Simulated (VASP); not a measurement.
Output of a VASP run:

File OUTCAR:
```
 ion  position               nearest neighbor table
   1  0.000  0.000  0.003-   4 2.79   5 2.79   4 2.79   5 2.79   3 2.81   3 2.81   3 2.81   3 2.81
                             4 2.90   5 2.90   5 2.90   4 2.90   2 3.42   2 3.42   2 3.42   2 3.42
   2  0.500  0.500  0.522-   3 1.84   4 1.99   5 1.99   5 1.99   4 1.99   3 2.25   1 3.42   1 3.42
                             1 3.42   1 3.42   1 3.51   1 3.51   1 3.51   1 3.51
   3  0.500  0.500  0.971-   2 1.84   2 2.25   1 2.81   1 2.81   1 2.81   1 2.81
   4  0.000  0.500  0.484-   2 1.99   2 1.99   1 2.79   1 2.79   1 2.90   1 2.90
   5  0.500  0.000  0.484-   2 1.99   2 1.99   1 2.79   1 2.79   1 2.90   1 2.90
  LATTYP: Found a simple tetragonal cell.
 ALAT       =     3.9643644387
 C/A-ratio  =     1.0298717462
 Subroutine PRICEL returns:
 Original cell was already a primitive cell.
 Subroutine GETGRP returns: Found  8 space group operations
The static configuration has the point symmetry C_4v.
The dynamic configuration has the point symmetry C_4v.
 Subroutine INISYM returns: Found  8 space group operations
 Subroutine IBZKPT returns following result:
 Found     18 irreducible k-points:

 Following reciprocal coordinates:
            Coordinates               Weight
  0.000000  0.000000  0.000000      1.000000
  0.200000  0.000000  0.000000      4.000000
  0.400000  0.000000  0.000000      4.000000
  0.200000  0.200000  0.000000      4.000000
  0.400000  0.200000  0.000000      8.000000
  0.400000  0.400000  0.000000      4.000000
  0.000000  0.000000  0.200000      2.000000
  0.200000  0.000000  0.200000      8.000000
  0.400000  0.000000  0.200000      8.000000
  0.200000  0.200000  0.200000      8.000000
  0.400000  0.200000  0.200000     16.000000
  0.400000  0.400000  0.200000      8.000000
  0.000000  0.000000  0.400000      2.000000
  0.200000  0.000000  0.400000      8.000000
  0.400000  0.000000  0.400000      8.000000
  0.200000  0.200000  0.400000      8.000000
  0.400000  0.200000  0.400000     16.000000
  0.400000  0.400000  0.400000      8.000000
   k-points           NKPTS =     18   k-points in BZ     NKDIM =     18   number of bands    NBANDS=     24
   number of dos      NEDOS =    301   number of ions     NIONS =      5
   total plane-waves  NPLWV =  27000
   dimension x,y,z NGX =    30 NGY =   30 NGZ =   30
   dimension x,y,z NGXF=    60 NGYF=   60 NGZF=   60
   ions per type =               1   1   3
   PREC   = accura    normal or accurate (medium, high low for compatibility)
   ISTART =      0    job   : 0-new  1-cont  2-samecut
   ICHARG =      2    charge: 1-file 2-atom 10-const
   ISPIN  =      1    spin polarized calculation?
   LNONCOLLINEAR =      F non collinear calculations
   LSORBIT =      F    spin-orbit coupling
   INIWAV =      1    electr: 0-lowe 1-rand  2-diag
   ENCUT  =  520.0 eV  38.22 Ry    6.18 a.u.   7.37  7.37  7.59*2*pi/ulx,y,z
   NELM   =    100;   NELMIN=  2; NELMDL= -5     # of ELM steps
   EDIFF  = 0.1E-05   stopping-criterion for ELM
   LREAL  =      F    real-space projection
   NLSPLINE    = F    spline interpolate recip. space projectors
   LMAXMIX     =    4 max onsite mixed and CHGCAR
   VOSKOWN=      0    Vosko Wilk Nusair interpolation
   EDIFFG = -.2E-01   stopping-criterion for IOM
   NSW    =     60    number of steps for IOM
   NBLOCK =      1;   KBLOCK =     60    inner block; outer block
   IBRION =      2    ionic relax: 0-MD 1-quasi-New 2-CG
   NFREE  =      1    steps in history (QN), initial steepest desc. (CG)
   ISIF   =      3    stress and relaxation
   ISYM   =      2    0-nonsym 1-usesym 2-fastsym
   TEIN   =    0.0    initial temperature
   TEBEG  =    0.0;   TEEND  =   0.0 temperature during run
   SMASS  =  -3.00    Nose mass-parameter (am)
   PSTRESS=    0.0 pullay stress
   NELECT =      40.0000    total number of electrons
   EFERMI =   0.00;   METHOD = LEGACY
   ISMEAR =     0;   SIGMA  =   0.05  broadening in eV -4-tet -1-fermi 0-gaus
   IALGO  =     38    algorithm
   LDIAG  =      T    sub-space diagonalisation (order eigenvalues)
   IMIX   =      4    mixing-type and parameters
     AMIX     =   0.40;   BMIX     =  1.00
     AMIX_MAG =   1.60;   BMIX_MAG =  1.00
     AMIN     =   0.10
...
```

**OSZICAR**
```
...
DAV:   2    -0.733446647378E+02    0.27989E-04   -0.40364E-03   896   0.497E-01    0.869E-02
DAV:   3    -0.733445478287E+02    0.11691E-03   -0.55803E-04  1088   0.213E-01    0.333E-02
DAV:   4    -0.733445616792E+02   -0.13851E-04   -0.11051E-04  1048   0.987E-02    0.129E-02
DAV:   5    -0.733445604585E+02    0.12207E-05   -0.23158E-05  1096   0.544E-02    0.546E-03
DAV:   6    -0.733445646857E+02   -0.42272E-05   -0.99196E-06   920   0.298E-02    0.325E-03
DAV:   7    -0.733445639423E+02    0.74343E-06   -0.41927E-06   920   0.195E-02
   4 F= -.73344564E+02 E0= -.73344564E+02  d E =-.339970E-03
       N       E                     dE             d eps       ncg     rms          rms(c)
DAV:   1    -0.733445929170E+02   -0.28231E-04   -0.85630E-03   864   0.863E-01    0.403E-02
DAV:   2    -0.733445946151E+02   -0.16981E-05   -0.32609E-04   896   0.141E-01    0.245E-02
DAV:   3    -0.733445871667E+02    0.74484E-05   -0.41812E-05  1096   0.576E-02    0.968E-03
DAV:   4    -0.733445869748E+02    0.19187E-06   -0.79088E-06  1064   0.260E-02
   5 F= -.73344587E+02 E0= -.73344587E+02  d E =-.363002E-03
       N       E                     dE             d eps       ncg     rms          rms(c)
DAV:   1    -0.733445890434E+02   -0.18767E-05   -0.92259E-04   864   0.282E-01    0.133E-02
DAV:   2    -0.733445877340E+02    0.13094E-05   -0.36359E-05   912   0.469E-02    0.822E-03
DAV:   3    -0.733445866434E+02    0.10907E-05   -0.59299E-06  1088   0.218E-02    0.394E-03
DAV:   4    -0.733445868813E+02   -0.23793E-06   -0.11798E-06   656   0.107E-02
   6 F= -.73344587E+02 E0= -.73344587E+02  d E =-.362909E-03
       N       E                     dE             d eps       ncg     rms          rms(c)
DAV:   1    -0.733444424933E+02    0.14415E-03   -0.34313E-02  1008   0.268E+00    0.622E-02
DAV:   2    -0.733446994567E+02   -0.25696E-03   -0.33781E-03   880   0.448E-01    0.420E-02
DAV:   3    -0.733446868591E+02    0.12598E-04   -0.21539E-04  1272   0.126E-01    0.212E-02
DAV:   4    -0.733446866807E+02    0.17848E-06   -0.26269E-05  1208   0.475E-02    0.113E-02
DAV:   5    -0.733446866342E+02    0.46443E-07   -0.31319E-06   832   0.190E-02
   7 F= -.73344687E+02 E0= -.73344687E+02  d E =-.997529E-04
       N       E                     dE             d eps       ncg     rms          rms(c)
DAV:   1    -0.733444161859E+02    0.27049E-03   -0.40475E-02  1008   0.291E+00    0.670E-02
DAV:   2    -0.733447294886E+02   -0.31330E-03   -0.39867E-03   880   0.486E-01    0.456E-02
DAV:   3    -0.733447154288E+02    0.14060E-04   -0.25262E-04  1272   0.135E-01    0.229E-02
DAV:   4    -0.733447157038E+02   -0.27500E-06   -0.30780E-05  1248   0.510E-02    0.125E-02
DAV:   5    -0.733447157391E+02   -0.35320E-07   -0.35852E-06   912   0.199E-02
   8 F= -.73344716E+02 E0= -.73344716E+02  d E =-.128858E-03
       N       E                     dE             d eps       ncg     rms          rms(c)
DAV:   1    -0.733448437168E+02   -0.12801E-03   -0.29276E-02   864   0.163E+00    0.100E-01
DAV:   2    -0.733448124333E+02    0.31283E-04   -0.17157E-03   960   0.341E-01    0.525E-02
DAV:   3    -0.733447802267E+02    0.32207E-04   -0.22512E-04  1256   0.113E-01    0.224E-02
DAV:   4    -0.733447760851E+02    0.41416E-05   -0.41845E-05  1312   0.582E-02    0.143E-02
DAV:   5    -0.733447765900E+02   -0.50485E-06   -0.45485E-06   960   0.205E-02
   9 F= -.73344777E+02 E0= -.73344777E+02  d E =-.608508E-04
```

File OUTCAR:
```
------------------------ aborting loop because EDIFF is reached ----------------------------------------
  FORCE on cell =-STRESS in cart. coord.  units (eV):
  Direction    XX          YY          ZZ          XY          YZ          ZX
  --------------------------------------------------------------------------------------
  Total        0.0184258      0.0184258     -0.0353302      0.0000000      0.0000000      0.0000000
  in kB        0.4560335      0.4560335     -0.8744130      0.0000000      0.0000000      0.0000000
  external PRESSURE =       0.0125513 kB  Pullay stress =       0.0000000 kB
  volume of cell :       64.74
      direct lattice vectors                 reciprocal lattice vectors
     3.981947072  0.000000000  0.000000000     0.251133423  0.000000000  0.000000000
     0.000000000  3.981947072  0.000000000     0.000000000  0.251133423  0.000000000
     0.000000000  0.000000000  4.082715214     0.000000000 -0.000000000  0.244935036
 POSITION                                       TOTAL-FORCE (eV/Angst)
 -----------------------------------------------------------------------------------
      0.00000      0.00000      0.01021         0.000000     -0.000000     -0.008324
      1.99097      1.99097      2.11953        -0.000000      0.000000      0.005327
      1.99097      1.99097      3.96665        -0.000000     -0.000000      0.016770
      0.00000      1.99097      1.98171        -0.000000     -0.000000     -0.006886
      1.99097      0.00000      1.98171        -0.000000     -0.000000     -0.006886
 -----------------------------------------------------------------------------------
    total drift:                                0.000000      0.000000      0.008043
  FREE ENERGIE OF THE ION-ELECTRON SYSTEM (eV)
  ---------------------------------------------------
  free  energy   TOTEN  =       -73.3447765900 eV

  energy  without entropy=      -73.3447765900  energy(sigma->0) =      -73.34477659

 reached required accuracy - stopping structural energy minimisation
```
(Selected blocks of OUTCAR.)

File POSCAR:
```
BaTiO3
1
    3.9643644387     0.0000000000     0.0000000000
    0.0000000000     3.9643644387     0.0000000000
    0.0000000000    -0.0000000000     4.0827869269
Ba Ti O
1 1 3
Direct
  1.0000000000   0.0000000000   0.0034388627
  0.5000000000   0.5000000000   0.5215175888
  0.5000000000   0.5000000000   0.9712792185
  1.0000000000   0.5000000000   0.4838821650
  0.5000000000   1.0000000000   0.4838821650
```

Q: Reconstruct the remaining input files.

A: One answer among several that fit: the input of the run itself, r2SCAN+rVV10, plane waves, VASP's PBE PAW potentials (set 64).

File KPOINTS:
```
kpoints
0
gamma
5 5 5
```

**INCAR**
```
# general
SYSTEM    =  BaTiO3
PREC      =  Accurate
ENCUT     =  520
LREAL     =  .False.
LASPH     =  .True.

# electronic loop
EDIFF     =  1E-6
NELM      =  100
ALGO      =  Normal
LMAXMIX   =  4
LMIXTAU   =  .True.

# smearing
ISMEAR    =  0
SIGMA     =  0.05

# functional
METAGGA   =  R2SCAN
LUSE_VDW  =  .True.
BPARAM    =  11.95
CPARAM    =  0.0093

# ions
IBRION    =  2
NSW       =  60
ISIF      =  3
EDIFFG    =  -0.02

# output
LWAVE     =  .False.
LCHARG    =  .False.
```

POTCAR, in this order: Ba_sv Ti_sv O (PBE.64 set). Program: vasp_std.

The compound is BaTiO3 in the tetragonal perovskite structure. This run relaxes it. Symmetry was kept, so distortions that lower it aren't found. The start is the result of an earlier pass.
